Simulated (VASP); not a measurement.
Level of theory: PW91 GGA, VASP's PBE PAW potentials (set 64) (plane waves; VASP).

VASP ran on this input.

File KPOINTS:
```
kpoints
0
G
8 8 8
```

### POSCAR
```
Sr
1
    0.0000000000     2.9372452235     2.9372452235
    2.9372452235     0.0000000000     2.9372452235
    2.9372452235     2.9372452235     0.0000000000
Sr
1
Direct
  0.0000000000   0.0000000000   0.0000000000
```

### INCAR
```
ALGO = Normal
EDIFF = 1E-7
ENCUT = 520
GGA = 91
ISIF = 2
ISMEAR = 0
LASPH = .TRUE.
LCHARG = .FALSE.
LMAXMIX = 4
LREAL = .FALSE.
LWAVE = .FALSE.
NELM = 100
PREC = Accurate
SIGMA = 0.05
SYSTEM = Sr
```

POTCAR, in this order: Sr_sv (PBE.64 set). Program: vasp_std.

Output of the run:

File OSZICAR:
```
       N       E                     dE             d eps       ncg     rms          rms(c)
DAV:   1     0.364983959181E+02    0.36498E+02   -0.50907E+03   522   0.985E+02
DAV:   2    -0.123598183575E+00   -0.36622E+02   -0.36211E+02   577   0.166E+02
DAV:   3    -0.158308502144E+01   -0.14595E+01   -0.14538E+01   760   0.277E+01
DAV:   4    -0.163831686463E+01   -0.55232E-01   -0.55172E-01   698   0.437E+00
DAV:   5    -0.163948566872E+01   -0.11688E-02   -0.11685E-02   810   0.488E-01    0.113E+01
DAV:   6    -0.163968572984E+01   -0.20006E-03   -0.54263E-03   662   0.979E-01    0.650E+00
DAV:   7    -0.164013775734E+01   -0.45203E-03   -0.11857E-02   637   0.135E+00    0.230E-01
DAV:   8    -0.164025208738E+01   -0.11433E-03   -0.17000E-03   793   0.261E-01    0.999E-02
DAV:   9    -0.164027005811E+01   -0.17971E-04   -0.30039E-05   666   0.538E-02    0.409E-02
DAV:  10    -0.164028055205E+01   -0.10494E-04   -0.13348E-05   645   0.348E-02    0.192E-02
DAV:  11    -0.164028017831E+01    0.37374E-06   -0.49997E-07   666   0.673E-03    0.391E-03
DAV:  12    -0.164027969388E+01    0.48443E-06   -0.28475E-07   627   0.442E-03    0.170E-03
DAV:  13    -0.164027981120E+01   -0.11732E-06   -0.18112E-08   349   0.137E-03    0.233E-04
DAV:  14    -0.164027981840E+01   -0.72068E-08   -0.17325E-09   317   0.376E-04
   1 F= -.16402798E+01 E0= -.16398849E+01  d E =-.789878E-03
```

**OUTCAR**
```
------------------------ aborting loop because EDIFF is reached ----------------------------------------
  FORCE on cell =-STRESS in cart. coord.  units (eV):
  Direction    XX          YY          ZZ          XY          YZ          ZX
  --------------------------------------------------------------------------------------
  Total        0.2641291      0.2641291      0.2641291      0.0000000     -0.0000000     -0.0000000
  in kB        8.3498035      8.3498035      8.3498035      0.0000000     -0.0000000     -0.0000000
  external PRESSURE =       8.3498035 kB  Pullay stress =       0.0000000 kB
  volume of cell :       50.68
      direct lattice vectors                 reciprocal lattice vectors
     0.000000000  2.937245224  2.937245224    -0.170227530  0.170227530  0.170227530
     2.937245224  0.000000000  2.937245224     0.170227530 -0.170227530  0.170227530
     2.937245224  2.937245224  0.000000000     0.170227530  0.170227530 -0.170227530
 POSITION                                       TOTAL-FORCE (eV/Angst)
 -----------------------------------------------------------------------------------
      0.00000      0.00000      0.00000         0.000000      0.000000     -0.000000
 -----------------------------------------------------------------------------------
    total drift:                                0.000000      0.000000      0.000000
  FREE ENERGIE OF THE ION-ELECTRON SYSTEM (eV)
  ---------------------------------------------------
  free  energy   TOTEN  =        -1.6402798184 eV

  energy  without entropy=       -1.6394899400  energy(sigma->0) =       -1.63988488
```
(Selected blocks of OUTCAR.)

The compound is Sr in the fcc structure. This cell is one point of a volume scan, at 0.94 of the reference volume.
